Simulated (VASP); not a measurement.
## Mg (Magnesium): phonons from a supercell

Wanted: whether Mg (Magnesium) is dynamically stable, and its vibrational spectrum. The start is a cell from a database of measured crystal structures.

Method: LDA; plane waves and PAW (Mg), in VASP 6.6.1.

This is a report of a sequence of runs, with most program output left out.

### 1. Starting point

It takes space group P6_3/mmc (No. 194, hexagonal). The conventional cell has a = 3.209 Å, b = 3.209 Å, c = 5.210 Å, α = 90.00°, β = 90.00°, γ = 120.00°. Mg has 12 Mg at 3.20 to 3.21 Å nearest.

### 2. Relax the host

Cell and atoms are relaxed first, so that later runs start from this functional's own cell.

Contents of INCAR:

```
SYSTEM = Mg
PREC = Accurate
ENCUT = 350
EDIFF = 1E-06
NELM = 120
ISMEAR = 1
SIGMA = 0.15
LREAL = .FALSE.
ALGO = Normal
GGA = CA
NBANDS = 8
LORBIT = 11
LWAVE = .FALSE.
LCHARG = .FALSE.
KPAR = 4
IBRION = 2
NSW = 40
ISIF = 3
EDIFFG = -0.02
POTIM = 0.4
```

Contents of POSCAR:

```
Mg
1.0
    3.2093000000      0.0000000000      0.0000000000
   -1.6046500000      2.7793353284      0.0000000000
    0.0000000000      0.0000000000      5.2103000000
Mg
2
Direct
    0.6666666667      0.3333333333      0.7500000000
    0.3333333333      0.6666666667      0.2500000000
```

Contents of KPOINTS:

```
Automatic mesh
0
Gamma
12 12 7
0 0 0
```

The projector-augmented-wave data sets are Mg (LDA family, release 64).

The run is started by

```
$ mpirun -np 4 vasp_std
```

It took 4 s on 4 MPI ranks of Intel Xeon 6975P-C (Granite Rapids), shared host; peak memory 0.49 GiB; 14 s of CPU time.

The run keeps the 24 symmetry operations of its start, so it cannot find a distortion of lower symmetry.

The steps of the relaxation:

| step | energy less that of the first step (eV) | largest force (eV/Å) | pressure (GPa) | volume (Å³) |
| --- | --- | --- | --- | --- |
| 1 | 0.0000 | 0.0000 | -2.85 | 46.47 |
| 2 | -0.0295 | 0.0000 | -1.30 | 44.29 |
| 3 | -0.0360 | 0.0000 | -0.05 | 42.87 |
| 4 | -0.0361 | 0.0000 | 0.04 | 42.78 |
| 5 | -0.0362 | 0.0000 | 0.03 | 42.79 |
| 6 | -0.0364 | 0.0000 | 0.01 | 42.81 |

| conventional cell, symmetrised | before | after | change |
| --- | --- | --- | --- |
| a (Å) | 3.209 | 3.140 | -2.2 % |
| b (Å) | 3.209 | 3.140 | -2.2 % |
| c (Å) | 5.210 | 5.014 | -3.8 % |
| volume (Å³/atom) | 23.24 | 21.41 | -7.9 % |

Final coordinates:

```cif
data_structure
_symmetry_space_group_name_H-M 'P 1'
_symmetry_Int_Tables_number 1
_cell_length_a 3.1399
_cell_length_b 3.1399
_cell_length_c 5.0141
_cell_angle_alpha 90.000
_cell_angle_beta 90.000
_cell_angle_gamma 120.000
_cell_volume 42.81
loop_
_atom_site_label
_atom_site_type_symbol
_atom_site_fract_x
_atom_site_fract_y
_atom_site_fract_z
_atom_site_occupancy
Mg1 Mg 0.66667 0.33333 0.75000 1
Mg2 Mg 0.33333 0.66667 0.25000 1
```

This step gave:

```
electronic cycles                               : 26
electrons                                       : 4
free energy (TOTEN)                             : -3.622 eV
energy at zero smearing                         : -3.623 eV
Fermi energy                                    : 2.759 eV
pressure                                        : 0.01427 GPa
labelled metallic, from the levels on this mesh : yes
```

The run ended after 6 ionic steps, 0.036 eV below its first step, once forces and stress met EDIFFG = -0.02.

### 3. Relax the host again, on a new basis

The volume changed by more than 5 %, so the plane waves of the start no longer fit; a second relaxation removes that error.

Changes to INCAR since step 2:

```diff
@@ -16,3 +16,3 @@
 IBRION = 2
-NSW = 40
+NSW = 30
 ISIF = 3
```

Contents of POSCAR:

```
Mg
1.0
    3.1399204343      0.0000000000      0.0000000000
   -1.5699602171      2.7192508620      0.0000000000
    0.0000000000      0.0000000000      5.0141218337
Mg
2
Direct
    0.6666666667      0.3333333333      0.7500000000
    0.3333333333      0.6666666667      0.2500000000
```

KPOINTS is that of step 2.

The run is started by

```
$ mpirun -np 4 vasp_std
```

It took 1.8 s on 4 MPI ranks; peak memory 0.47 GiB; 5 s of CPU time.

Little changed from the start: no atom moved by 0.005 Å and no cell edge by 0.1 %.

Numbers from this step:

```yaml
electronic_cycles: 10
pressure: 0.01082 GPa
```

The start already met the threshold, so nothing moved.

### 4. Tight relaxation

Force constants are second derivatives, so residual forces and stress must first be far smaller than in an ordinary relaxation. Smearing differs from the relaxation before, which can move the cell too.

Contents of INCAR:

```
SYSTEM = Mg
PREC = Accurate
ENCUT = 350
EDIFF = 1E-08
NELM = 120
ISMEAR = 1
SIGMA = 0.2
LREAL = .FALSE.
ALGO = Fast
GGA = CA
NBANDS = 8
LORBIT = 11
LWAVE = .FALSE.
LCHARG = .FALSE.
KPAR = 4
IBRION = 1
NSW = 30
ISIF = 3
EDIFFG = -0.002
POTIM = 0.4
```

POSCAR is that of step 3.

KPOINTS is that of step 3.

The run is started by

```
$ mpirun -np 4 vasp_std
```

Wall time 3 s (4 MPI ranks); peak memory 0.47 GiB.

Step by step:

| step | energy less that of the first step (eV) | largest force (eV/Å) | pressure (GPa) | volume (Å³) |
| --- | --- | --- | --- | --- |
| 1 | 0.0000 | 0.0000 | 0.01 | 42.81 |
| 2 | 0.0000 | 0.0000 | 0.00 | 42.82 |
| 3 | 0.0000 | 0.0000 | 0.00 | 42.83 |

| conventional cell, symmetrised | before | after | change |
| --- | --- | --- | --- |
| a (Å) | 3.140 | 3.139 | -0.0 % |
| b (Å) | 3.140 | 3.139 | -0.0 % |
| c (Å) | 5.014 | 5.020 | +0.1 % |
| volume (Å³/atom) | 21.41 | 21.41 | +0.0 % |

Final coordinates:

```cif
data_structure
_symmetry_space_group_name_H-M 'P 1'
_symmetry_Int_Tables_number 1
_cell_length_a 3.1387
_cell_length_b 3.1387
_cell_length_c 5.0199
_cell_angle_alpha 90.000
_cell_angle_beta 90.000
_cell_angle_gamma 120.000
_cell_volume 42.83
loop_
_atom_site_label
_atom_site_type_symbol
_atom_site_fract_x
_atom_site_fract_y
_atom_site_fract_z
_atom_site_occupancy
Mg1 Mg 0.66667 0.33333 0.75000 1
Mg2 Mg 0.33333 0.66667 0.25000 1
```

This step gave:

- electronic cycles: 20
- Fermi energy: 2.768 eV
- pressure: -0.004901 GPa

The run ended after 3 ionic steps, 0.000 eV below its first step, once forces and stress met EDIFFG = -0.002.

### 5. Force constants in the supercell

System of this step: Mg (Magnesium). Symmetry: P6_3/mmc, No. 194, hexagonal system. The conventional cell has a = 3.139 Å, b = 3.139 Å, c = 5.020 Å, α = 90.00°, β = 90.00°, γ = 120.00°. Nearest to Mg lie 12 Mg at 3.10 to 3.14 Å.

Each independent atom is moved by 0.015 Å both ways; the forces give the force constants out to half the supercell.

Contents of INCAR:

```
SYSTEM = Mg
PREC = Accurate
ENCUT = 350
EDIFF = 1E-07
NELM = 120
ISMEAR = 1
SIGMA = 0.2
LREAL = Auto
ALGO = Fast
GGA = CA
NBANDS = 64
LWAVE = .FALSE.
LCHARG = .FALSE.
KPAR = 4
IBRION = 6
NSW = 1
NFREE = 2
POTIM = 0.015
ISIF = 0
ADDGRID = .TRUE.
```

Contents of POSCAR:

```
Mg
1.0
    9.4161824034      0.0000000000      0.0000000000
   -4.7080912017      8.1546531681      0.0000000000
    0.0000000000      0.0000000000     10.0398114576
Mg
36
Direct
    0.2222222222      0.1111111111      0.3750000000
    0.2222222222      0.1111111111      0.8750000000
    0.2222222222      0.4444444444      0.3750000000
    0.2222222222      0.4444444444      0.8750000000
    0.2222222222      0.7777777778      0.3750000000
    0.2222222222      0.7777777778      0.8750000000
    0.5555555556      0.1111111111      0.3750000000
    0.5555555556      0.1111111111      0.8750000000
    0.5555555556      0.4444444444      0.3750000000
    0.5555555556      0.4444444444      0.8750000000
    0.5555555556      0.7777777778      0.3750000000
    0.5555555556      0.7777777778      0.8750000000
    0.8888888889      0.1111111111      0.3750000000
    0.8888888889      0.1111111111      0.8750000000
    0.8888888889      0.4444444444      0.3750000000
    0.8888888889      0.4444444444      0.8750000000
    0.8888888889      0.7777777778      0.3750000000
    0.8888888889      0.7777777778      0.8750000000
    0.1111111111      0.2222222222      0.1250000000
    0.1111111111      0.2222222222      0.6250000000
    0.1111111111      0.5555555556      0.1250000000
    0.1111111111      0.5555555556      0.6250000000
    0.1111111111      0.8888888889      0.1250000000
    0.1111111111      0.8888888889      0.6250000000
    0.4444444444      0.2222222222      0.1250000000
    0.4444444444      0.2222222222      0.6250000000
    0.4444444444      0.5555555556      0.1250000000
    0.4444444444      0.5555555556      0.6250000000
    0.4444444444      0.8888888889      0.1250000000
    0.4444444444      0.8888888889      0.6250000000
    0.7777777778      0.2222222222      0.1250000000
    0.7777777778      0.2222222222      0.6250000000
    0.7777777778      0.5555555556      0.1250000000
    0.7777777778      0.5555555556      0.6250000000
    0.7777777778      0.8888888889      0.1250000000
    0.7777777778      0.8888888889      0.6250000000
```

Contents of KPOINTS:

```
Automatic mesh
0
Gamma
4 4 3
0 0 0
```

The run is started by

```
$ mpirun -np 4 vasp_std
```

Run time: 3.5 min. Hardware: 4 MPI ranks; peak memory 4.1 GiB; 14 min of CPU time.

The last energy, forces, stress and levels in OUTCAR belong to the last displaced cell, not to the cell of POSCAR.

This step gave:

* electrons: 72
* lowest frequency: -1.22e-6 cm⁻¹
* highest frequency: 272.0 cm⁻¹
* dynamically stable: yes
* zero point energy: 32.98 meV/atom
* heat capacity 300: 23.40 J/K/mol of atoms
* entropy 300: 30.92 J/K/mol of atoms

No long-range dipole term. Phonon branches along the path, in cm⁻¹:

| point | branch 1 | branch 2 | branch 3 | branch 4 | branch 5 | branch 6 |
| --- | --- | --- | --- | --- | --- | --- |
| Γ | 0 | 0 | 0 | 134 | 134 | 272 |
| 0.47 of the way | 86 | 88 | 152 | 164 | 195 | 250 |
| M | 120 | 145 | 191 | 213 | 229 | 241 |
| 0.47 of the way | 146 | 155 | 197 | 206 | 221 | 237 |
| K | 182 | 182 | 193 | 199 | 199 | 232 |
| 0.47 of the way | 113 | 125 | 157 | 199 | 209 | 237 |
| Γ | 0 | 0 | 0 | 134 | 134 | 272 |
| 0.53 of the way | 60 | 60 | 105 | 125 | 125 | 246 |
| A | 100 | 100 | 100 | 100 | 186 | 186 |
| 0.53 of the way | 136 | 136 | 152 | 152 | 225 | 225 |
| L | 158 | 158 | 165 | 165 | 262 | 262 |
| 0.47 of the way | 145 | 145 | 191 | 191 | 256 | 256 |
| H | 141 | 141 | 216 | 216 | 246 | 246 |
| 0.47 of the way | 138 | 138 | 167 | 167 | 231 | 231 |
| A | 100 | 100 | 100 | 100 | 186 | 186 |
| jump to L | 158 | 158 | 165 | 165 | 262 | 262 |
| 0.47 of the way | 133 | 149 | 181 | 189 | 245 | 258 |
| M | 120 | 145 | 191 | 213 | 229 | 241 |
| jump to K | 182 | 182 | 193 | 199 | 199 | 232 |
| 0.47 of the way | 156 | 156 | 200 | 228 | 228 | 228 |
| H | 141 | 141 | 216 | 216 | 246 | 246 |

Phonon density of states against frequency; read off at these points:

| frequency (cm⁻¹) | phonon density of states (states/cm⁻¹/cell) |
| --- | --- |
| 0.0 | 0 |
| 10.0 | 8.3e-5 |
| 20.0 | 3.3e-4 |
| 30.0 | 7.6e-4 |
| 40.0 | 0.00142 |
| 50.0 | 0.00225 |
| 60.0 | 0.00323 |
| 70.0 | 0.00478 |
| 80.0 | 0.00641 |
| 90.0 | 0.00902 |
| 100.0 | 0.0124 |
| 110.0 | 0.0176 |
| 120.0 | 0.0270 |
| 130.0 | 0.0390 |
| 140.0 | 0.0530 |
| 150.0 | 0.0445 |
| 160.0 | 0.0370 |
| 170.0 | 0.0358 |
| 180.0 | 0.0394 |
| 185.7 | 0.0420 |
| 190.0 | 0.0405 |
| 200.0 | 0.0324 |
| 210.0 | 0.0322 |
| 220.0 | 0.0275 |
| 230.0 | 0.0314 |
| 240.0 | 0.0481 |
| 243.1 | 0.0546 |
| 250.0 | 0.0417 |
| 260.0 | 0.0148 |
| 270.0 | 0.00116 |
| 280.0 | 0 |

The heat capacity at constant volume by temperature:

temperature (K), heat capacity at constant volume (J/K/mol of atoms) and a bar:
```
        0        0.0 
       25        0.7 #
       75       10.8 #############
      100       14.9 ##################
      150       19.5 ########################
      175       20.8 #########################
      200       21.7 ##########################
      250       22.8 ############################
      275       23.1 ############################
      300       23.4 ############################
      350       23.8 #############################
      375       23.9 #############################
      425       24.2 #############################
      450       24.2 #############################
      475       24.3 #############################
      525       24.4 ##############################
      550       24.5 ##############################
      575       24.5 ##############################
      625       24.6 ##############################
      650       24.6 ##############################
      700       24.6 ##############################
      725       24.7 ##############################
      750       24.7 ##############################
      800       24.7 ##############################
      825       24.7 ##############################
      850       24.7 ##############################
      900       24.8 ##############################
      925       24.8 ##############################
      975       24.8 ##############################
     1000       24.8 ##############################
```

Table of vibrational entropy by temperature:

temperature (K), vibrational entropy (J/K/mol of atoms) and a bar:
```
        0        0.0 
       25        0.2 
       50        1.8 #
       75        5.0 ###
      100        8.7 ####
      125       12.4 ######
      150       15.8 ########
      200       21.7 ###########
      225       24.3 ############
      250       26.7 #############
      275       28.9 ##############
      300       30.9 ###############
      325       32.8 ################
      350       34.6 #################
      375       36.2 ##################
      400       37.8 ###################
      425       39.2 ####################
      450       40.6 ####################
      475       41.9 #####################
      525       44.4 ######################
      550       45.5 #######################
      575       46.6 #######################
      600       47.6 ########################
      625       48.6 ########################
      650       49.6 #########################
      675       50.5 #########################
      700       51.4 ##########################
      725       52.3 ##########################
      750       53.1 ##########################
      775       53.9 ###########################
      800       54.7 ###########################
      850       56.2 ############################
      875       56.9 ############################
      900       57.6 #############################
      925       58.3 #############################
      950       59.0 #############################
      975       59.6 ##############################
     1000       60.2 ##############################
```

### 6. What came out

| Quantity | Value |
| --- | --- |
| highest frequency | 272 cm⁻¹ |
| lowest frequency | -1.2e-6 cm⁻¹ |
| zero point energy | 33.0 meV/atom |
| heat capacity 300 | 23.4 J/K/mol of atoms |
| entropy 300 | 30.9 J/K/mol of atoms |

The spectrum reaches 272 cm⁻¹, and its lowest point lies at 0 cm⁻¹. No mode is imaginary, so the structure is a local minimum as far as this supercell can tell. Frequencies between the wave vectors that fit the supercell are interpolated. The relaxed cell's volume lies -7.8 % from the database cell's, so the frequencies belong to that other cell.

[Lines on the potential files, build, host, timing and source positions are cut from VASP's logs without a mark.]

[Logs are printed without paths, hosts, clocks, repeated set-up lines and the standing remarks that a program may print on its own settings, such as how far it seeks lower states.]

[Hosts, paths, dates, database ids (printed as entryN), source tags and the programs' standing remarks are cut or masked in the printed files.]

[Runs that stopped without an error message from VASP are left out.]
